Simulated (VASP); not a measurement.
# ZnCd3Se3S (P3m1) in VASP: further runs

The runs below take ZnCd3Se3S through relaxation of cell and atoms, with PBE.

All numbers are computed with VASP 6.6.1; they aren't measurements. Logs are shortened: lines on timing, memory, paths and dates and some standing lists are left out, and cuts for length are marked.

**1. Starting point**

It takes space group P3m1 (No. 156, trigonal). The conventional cell has a = 4.257 Å, b = 4.257 Å, c = 13.988 Å, α = 90.00°, β = 90.00°, γ = 120.00°. Zn (site symmetry 3m) is surrounded by 1 Se at 2.48 Å and 3 S at 2.53 Å. Cd (site symmetry 3m) is surrounded by 4 Se at 2.66 to 2.67 Å. Cd (site symmetry 3m) has 1 S at 2.56 Å and 3 Se at 2.66 Å as nearest neighbours. Around Cd (site symmetry 3m) lie 4 Se at 2.65 to 2.66 Å. Se (site symmetry 3m) has 4 Cd at 2.66 to 2.67 Å as nearest neighbours. Se (site symmetry 3m) is surrounded by 1 Zn at 2.48 Å and 3 Cd at 2.65 Å. Se (site symmetry 3m) has 4 Cd at 2.66 Å as nearest neighbours. S (site symmetry 3m) has 3 Zn at 2.53 Å and 1 Cd at 2.56 Å as nearest neighbours.

The cell was built by a generator and needn't be a form met in nature.

**2. Relaxation of cell and atoms, PBE**

Input file INCAR:

```
SYSTEM = ZnCd3Se3S
PREC = Accurate ; ENCUT = 520
EDIFF = 1E-6 ; ISMEAR = 0
SIGMA = 0.1 ; LREAL = .False.
LASPH = .True. ; NELM = 120
ALGO = Normal ; ISIF = 3
LWAVE = .False. ; LCHARG = .False.
GGA = PE ; IBRION = 2
NSW = 90 ; EDIFFG = -0.01
KPAR = 4
```

Input file KPOINTS:

```
regular mesh
0
Gamma
  8 8 2
  0 0 0
```

Input file POSCAR:

```
ZnCd3Se3S
1.0
    4.2572678400      0.0000000000      0.0000000000
   -2.1286339200      3.6869021000      0.0000000000
    0.0000000000      0.0000000000     13.9880000000
Zn Cd Se S
1 3 3 1
Direct
    0.0000000000      0.0000000000      0.9932084600
    0.6666666700      0.3333333300      0.5033600200
    0.3333333300      0.6666666700      0.7665141500
    0.3333333300      0.6666666700      0.2417071800
    0.6666666700      0.3333333300      0.6939519600
    0.0000000000      0.0000000000      0.1702173300
    0.3333333300      0.6666666700      0.4315127300
    0.3333333300      0.6666666700      0.9495281700
```

Potentials or basis: VASP PAW PBE potentials, release 64 (Zn, Cd, Se, S).

Command:

```bash
$ cat potpaw_PBE.64/Zn/POTCAR potpaw_PBE.64/Cd/POTCAR potpaw_PBE.64/Se/POTCAR potpaw_PBE.64/S/POTCAR > POTCAR
$ mpirun -np 4 vasp_std > vasp.out
```

OUTCAR:

```text
SYSTEM = ZnCd3Se3S
   PREC = Accurate
   ENCUT = 520
   EDIFF = 1E-6
   ISMEAR = 0
   LREAL = .False.
   LASPH = .True.
   NELM = 120
   ISIF = 3
   GGA = PE
   IBRION = 2
   NSW = 90
   EDIFFG = -0.01

 ion  position               nearest neighbor table
   1  0.000  0.000  0.993-   6 2.48   8 2.53   8 2.53   8 2.53
   2  0.667  0.333  0.503-   7 2.66   7 2.66   7 2.66   5 2.67
   3  0.333  0.667  0.767-   8 2.56   5 2.66   5 2.66   5 2.66
   4  0.333  0.667  0.242-   6 2.65   6 2.65   6 2.65   7 2.66
   5  0.667  0.333  0.694-   3 2.66   3 2.66   3 2.66   2 2.67
   6  0.000  0.000  0.170-   1 2.48   4 2.65   4 2.65   4 2.65
   7  0.333  0.667  0.432-   4 2.66   2 2.66   2 2.66   2 2.66
   8  0.333  0.667  0.950-   1 2.53   1 2.53   1 2.53   3 2.56

  LATTYP: Found a hexagonal cell.
 ALAT       =     4.2572678400
 C/A-ratio  =     3.2856753499

  Lattice vectors:

 A1 = (   4.2572678400,   0.0000000000,   0.0000000000)
 A2 = (  -2.1286339200,   3.6869021000,   0.0000000000)
 A3 = (   0.0000000000,   0.0000000000,  13.9880000000)

Analysis of symmetry for initial positions (statically):
=====================================================================
 Subroutine PRICEL returns:
 Original cell was already a primitive cell.

 Routine SETGRP: Setting up the symmetry group for a
 hexagonal supercell.

 Subroutine GETGRP returns: Found  6 space group operations
 (whereof  6 operations were pure point group operations)
 out of a pool of 24 trial point group operations.

The static configuration has the point symmetry C_3v.

Analysis of symmetry for dynamics (positions and initial velocities):
=====================================================================
 Subroutine PRICEL returns:
 Original cell was already a primitive cell.

 Routine SETGRP: Setting up the symmetry group for a
 hexagonal supercell.

 Subroutine GETGRP returns: Found  6 space group operations
 (whereof  6 operations were pure point group operations)
 out of a pool of 24 trial point group operations.

The dynamic configuration has the point symmetry C_3v.

 Subroutine INISYM returns: Found  6 space group operations
 (whereof  6 operations are pure point group operations),
 and found     1 'primitive' translations

----------------------------------------------------------------------------------------

                                     Primitive cell

  volume of cell :     219.5575

  direct lattice vectors                    reciprocal lattice vectors
     4.257267840  0.000000000  0.000000000     0.234892433  0.135615209  0.000000000
    -2.128633920  3.686902100  0.000000000     0.000000000  0.271230419  0.000000000
     0.000000000  0.000000000 13.988000000     0.000000000  0.000000000  0.071489848

  length of vectors
     4.257267840  4.257267840 13.988000000     0.271230419  0.271230419  0.071489848

  position of ions in fractional coordinates (direct lattice)
     0.000000000  0.000000000  0.993208460
     0.666666670  0.333333330  0.503360020
     0.333333330  0.666666670  0.766514150
     0.333333330  0.666666670  0.241707180
     0.666666670  0.333333330  0.693951960
     0.000000000  0.000000000  0.170217330
     0.333333330  0.666666670  0.431512730
     0.333333330  0.666666670  0.949528170

  ion indices of the primitive-cell ions
   primitive index   ion index
                 1           1
                 2           2
                 3           3
                 4           4
                 5           5
                 6           6
                 7           7
                 8           8

----------------------------------------------------------------------------------------

 KPOINTS: regular mesh

Automatic generation of k-mesh.
 Grid dimensions read from file:
 generate k-points for:    8    8    2

 Generating k-lattice:

  Cartesian coordinates                     Fractional coordinates (reciprocal lattice)
     0.029361554  0.016951901  0.000000000     0.125000000  0.000000000  0.000000000
     0.000000000  0.033903802  0.000000000     0.000000000  0.125000000  0.000000000
     0.000000000  0.000000000  0.035744924     0.000000000  0.000000000  0.500000000

  Length of vectors
     0.033903802  0.033903802  0.035744924

  Shift w.r.t. Gamma in fractional coordinates (k-lattice)
     0.000000000  0.000000000  0.000000000

 Subroutine IBZKPT returns following result:
 ===========================================

 Found     20 irreducible k-points:

 Following reciprocal coordinates:
            Coordinates               Weight
  0.000000  0.000000  0.000000      1.000000
  0.125000  0.000000  0.000000      6.000000
  0.250000  0.000000  0.000000      6.000000
  0.375000  0.000000  0.000000      6.000000
  0.500000  0.000000  0.000000      3.000000
  0.125000  0.125000  0.000000      6.000000
[... 12 lines left out ...]
  0.250000  0.250000  0.500000      6.000000
  0.375000  0.250000  0.500000      6.000000
   k-points           NKPTS =     20   k-points in BZ     NKDIM =     20   number of bands    NBANDS=     43
   number of dos      NEDOS =    301   number of ions     NIONS =      8
   total plane-waves  NPLWV = 110592
   dimension x,y,z NGX =    32 NGY =   32 NGZ =  108
   dimension x,y,z NGXF=    64 NGYF=   64 NGZF=  216
   ions per type =               1   3   3   1
   NGX,Y,Z   is equivalent  to a cutoff of  12.50, 12.50, 12.84 a.u.
   NGXF,Y,Z  is equivalent  to a cutoff of  24.99, 24.99, 25.67 a.u.
 SYSTEM =  ZnCd3Se3S
   PREC   = accura    normal or accurate (medium, high low for compatibility)
   ISTART =      0    job   : 0-new  1-cont  2-samecut
   ICHARG =      2    charge: 1-file 2-atom 10-const
   ISPIN  =      1    spin polarized calculation?
   LNONCOLLINEAR =      F non collinear calculations
   LSORBIT =      F    spin-orbit coupling
   LASPH  =      T    aspherical Exc in radial PAW
   ENCUT  =  520.0 eV  38.22 Ry    6.18 a.u.   7.92  7.92 26.01*2*pi/ulx,y,z
   NELM   =    120;   NELMIN=  2; NELMDL= -5     # of ELM steps
   EDIFF  = 0.1E-05   stopping-criterion for ELM
   LREAL  =      F    real-space projection
   EDIFFG = -.1E-01   stopping-criterion for IOM
   NSW    =     90    number of steps for IOM
   IBRION =      2    ionic relax: 0-MD 1-quasi-New 2-CG
   NFREE  =      1    steps in history (QN), initial steepest desc. (CG)
   ISIF   =      3    stress and relaxation
   ISYM   =      2    0-nonsym 1-usesym 2-fastsym
   POTIM  = 0.5000    time-step for ionic-motion
   TEBEG  =    0.0;   TEEND  =   0.0 temperature during run
   PSTRESS=    0.0 pullay stress
   NELECT =      72.0000    total number of electrons
   NUPDOWN=      -1.0000    fix difference up-down
   EMIN   =  10.00;   EMAX   =-10.00  energy-range for DOS
   EFERMI =   0.00;   METHOD = LEGACY
   ISMEAR =     0;   SIGMA  =   0.10  broadening in eV -4-tet -1-fermi 0-gaus
   EFERMI_NEDOS =   21; number of points for ismear=-14 and -15
   IALGO  =     38    algorithm
   IMIX   =      4    mixing-type and parameters
     AMIX     =   0.40;   BMIX     =  1.00
     AMIX_MAG =   1.60;   BMIX_MAG =  1.00
  volume/ion in A,a.u.               =      27.44       185.21
  Fermi-wavevector in a.u.,A,eV,Ry     =   1.128937  2.133381 17.340599  1.274498
  Thomas-Fermi vector in A             =   2.265628
   LORBIT       =      0    0 simple, 1 ext, 2 COOP (PROOUT), +10 PAW based schemes
   GGA     = PE    functional components
   LHFCALC =     F    Hartree Fock is set to
   AEXX    =    0.0000 exact exchange contribution
   IVDW    =     0    specifies the selected vdW correction
   LEPSILON=     F    determine dielectric tensor
   LRPA    =     F    only Hartree local field effects (RPA)
 conjugate gradient relaxation of ions
 non-spin polarized calculation
 Gauss-broadening in eV      SIGMA  =   0.10
  energy-cutoff  :      520.00
  volume of cell :      219.56
 maximum number of plane-waves:      5932
 NGX is ok and might be reduce to    32
   NGX = 15   NGY = 15   NGZ = 53

--------------------------------------- Ionic step        1  -------------------------------------------

 number of electron      72.0000003 magnetization

 Free energy of the ion-electron system (eV)
  ---------------------------------------------------
  ext. energy  EPLUGINS =         0.00000000
  ---------------------------------------------------
  free energy    TOTEN  =       -22.87633509 eV

  energy without entropy =      -22.87633239  energy(sigma->0) =      -22.87633374

------------------------ aborting loop because EDIFF is reached ----------------------------------------

  FORCE on cell =-STRESS in cart. coord.  units (eV):
  Direction    XX          YY          ZZ          XY          YZ          ZX
  --------------------------------------------------------------------------------------
  -------------------------------------------------------------------------------------
  Total       -0.3466497     -0.3466497      0.3577415     -0.0000000      0.0000000     -0.0000000
  in kB       -2.5296077     -2.5296077      2.6105480     -0.0000000      0.0000000     -0.0000000
  external PRESSURE =      -0.8162224 kB  Pullay stress =       0.0000000 kB

 VOLUME and BASIS-vectors are now :
 -----------------------------------------------------------------------------
  energy-cutoff  :      520.00
  volume of cell :      219.56
      direct lattice vectors                 reciprocal lattice vectors
     4.257267840  0.000000000  0.000000000     0.234892433  0.135615209  0.000000000
    -2.128633920  3.686902100  0.000000000     0.000000000  0.271230419  0.000000000
     0.000000000  0.000000000 13.988000000     0.000000000  0.000000000  0.071489848
[... 295 lines left out ...]
 POSITION                                       TOTAL-FORCE (eV/Angst)
 -----------------------------------------------------------------------------------
     -0.00000     -0.00000     13.95014        -0.000000      0.000000     -0.004411
      2.12294      1.22568      7.07205        -0.000000      0.000000     -0.001114
     -0.00000      2.45136     10.75748        -0.000000      0.000000      0.000507
     -0.00000      2.45136      3.38847         0.000000     -0.000000      0.010100
      2.12294      1.22568      9.74227         0.000000      0.000000      0.000624
     -0.00000     -0.00000      2.39040         0.000000      0.000000      0.000180
     -0.00000      2.45136      6.05848         0.000000      0.000000     -0.004307
     -0.00000      2.45136     13.32477        -0.000000     -0.000000     -0.001580
 -----------------------------------------------------------------------------------
    total drift:                                0.000018     -0.000011      0.000190

  FREE ENERGIE OF THE ION-ELECTRON SYSTEM (eV)
  ---------------------------------------------------
  free  energy   TOTEN  =       -22.8783594395 eV

  energy  without entropy=      -22.8783563177  energy(sigma->0) =      -22.87835788

--------------------------------------- Ionic step        9  -------------------------------------------

 number of electron      72.0000002 magnetization

 Free energy of the ion-electron system (eV)
  ---------------------------------------------------
  ext. energy  EPLUGINS =         0.00000000
  ---------------------------------------------------
  free energy    TOTEN  =       -22.87835921 eV

  energy without entropy =      -22.87835610  energy(sigma->0) =      -22.87835766

 E-fermi :   1.1711     XC(G=0):  -8.8071

 val. band max:        0.9183071031   @ k =   0.0000   0.0000   0.0000
 cond. band min:       1.4093314008   @ k =   0.0000   0.0000   0.0000
 fundamental gap:      0.4910242976
 Fermi energy:         1.1710707200

 k-point     1 :       0.0000    0.0000    0.0000
  band No.  band energies     occupation
      1     -11.6527      2.00000
      2     -11.4458      2.00000
      3     -11.3718      2.00000
      4     -11.1602      2.00000
      5      -6.9551      2.00000
      6      -6.9551      2.00000
[... 931 lines left out ...]
 POSITION                                       TOTAL-FORCE (eV/Angst)
 -----------------------------------------------------------------------------------
     -0.00000     -0.00000     13.95010         0.000000      0.000000     -0.004942
      2.12291      1.22566      7.07206        -0.000000      0.000000     -0.001704
     -0.00000      2.45133     10.75741        -0.000000      0.000000      0.000484
     -0.00000      2.45133      3.38847        -0.000000     -0.000000      0.009841
      2.12291      1.22566      9.74219         0.000000     -0.000000      0.000870
     -0.00000     -0.00000      2.39037        -0.000000     -0.000000      0.000518
     -0.00000      2.45133      6.05841         0.000000     -0.000000     -0.003955
     -0.00000      2.45133     13.32463        -0.000000      0.000000     -0.001111
 -----------------------------------------------------------------------------------
    total drift:                                0.000018     -0.000011     -0.000035

  FREE ENERGIE OF THE ION-ELECTRON SYSTEM (eV)
  ---------------------------------------------------
  free  energy   TOTEN  =       -22.8783592143 eV

  energy  without entropy=      -22.8783560970  energy(sigma->0) =      -22.87835766

 reached required accuracy - stopping structural energy minimisation
```

Run time: 6.2 min. Hardware: 4 MPI ranks of Intel Xeon Platinum 8488C (Sapphire Rapids), shared host; peak memory 0.45 GiB.

What came out:

```yaml
Free_energy: -22.8784 eV
Relaxed_volume: 27.40 Å³/atom
Relaxed_cell: a = 4.246 Å, b = 4.246 Å, c = 14.039 Å, α = 90.00°, β = 90.00°, γ = 120.00°
Space_group_after_relaxing_to_0.05_Å: P3m1 (No. 156)
Energy_gained_by_relaxing: 0.3 meV/atom
Ionic_steps: 9
Pressure_after_relaxing: 0.0 GPa
Largest_force_after_relaxing: 0.010 eV/Å
Band_gap_on_the_k_mesh: 0.49 eV, direct
```

Forces in eV/Å, atoms in the order of the input:
```
Zn   0.000  0.000 -0.005
Cd   0.000  0.000 -0.002
Cd   0.000  0.000  0.000
Cd   0.000  0.000  0.010
Se   0.000  0.000  0.001
Se   0.000  0.000  0.001
Se   0.000  0.000 -0.004
S    0.000  0.000 -0.001
```

The path:
| step | energy change (eV) | largest force (eV/Å) | pressure (GPa) | volume (Å³) |
| --- | --- | --- | --- | --- |
| 1 | 0.0000 | 0.0794 | -0.08 | 219.56 |
| 2 | -0.0017 | 0.0309 | 0.01 | 219.11 |
| 3 | -0.0017 | 0.0357 | 0.03 | 219.06 |
| 4 | -0.0018 | 0.0255 | -0.01 | 219.20 |
| 5 | -0.0019 | 0.0146 | -0.05 | 219.41 |
| 6 | -0.0020 | 0.0102 | 0.01 | 219.16 |
| 7 | -0.0020 | 0.0106 | 0.01 | 219.18 |
| 8 | -0.0020 | 0.0101 | 0.00 | 219.18 |
| 9 | -0.0020 | 0.0098 | 0.00 | 219.17 |

Final structure:
```yaml
crystal:
  lattice:
    - [4.24582, 0.00000, 0.00000]
    - [-2.12291, 3.67699, 0.00000]
    - [0.00000, 0.00000, 14.03866]
  atoms:
    - { symbol: Zn, position: [0.00000, 0.00000, 0.99369] }
    - { symbol: Cd, position: [0.66667, 0.33333, 0.50376] }
    - { symbol: Cd, position: [0.33333, 0.66667, 0.76627] }
    - { symbol: Cd, position: [0.33333, 0.66667, 0.24137] }
    - { symbol: Se, position: [0.66667, 0.33333, 0.69395] }
    - { symbol: Se, position: [0.00000, 0.00000, 0.17027] }
    - { symbol: Se, position: [0.33333, 0.66667, 0.43155] }
    - { symbol: S, position: [0.33333, 0.66667, 0.94914] }
```

Levels at points of the mesh, in eV from the valence-band top:
| k point | band 32 | band 33 | band 34 | band 35 | band 36 | band 37 | band 38 | band 39 | band 40 | band 41 |
| --- | --- | --- | --- | --- | --- | --- | --- | --- | --- | --- |
| (0.00, 0.00, 0.00) | -0.33 | -0.29 | -0.29 | 0.00 | 0.00 | 0.49 | 1.90 | 2.50 | 2.64 | 5.38 |
| (0.50, 0.00, 0.00) | -1.48 | -1.40 | -1.19 | -1.09 | -0.72 | 2.44 | 2.60 | 3.19 | 3.78 | 4.30 |
| (0.00, 0.00, 0.50) | -0.51 | -0.20 | -0.20 | -0.05 | -0.05 | 1.25 | 1.62 | 2.30 | 2.70 | 5.32 |
| (0.50, 0.00, 0.50) | -1.51 | -1.45 | -1.38 | -0.99 | -0.82 | 2.69 | 2.87 | 3.11 | 3.58 | 4.08 |

Expect the measured gap to be larger: semilocal functionals such as PBE lack the derivative discontinuity.

(Part 1 of 2 ends here.)
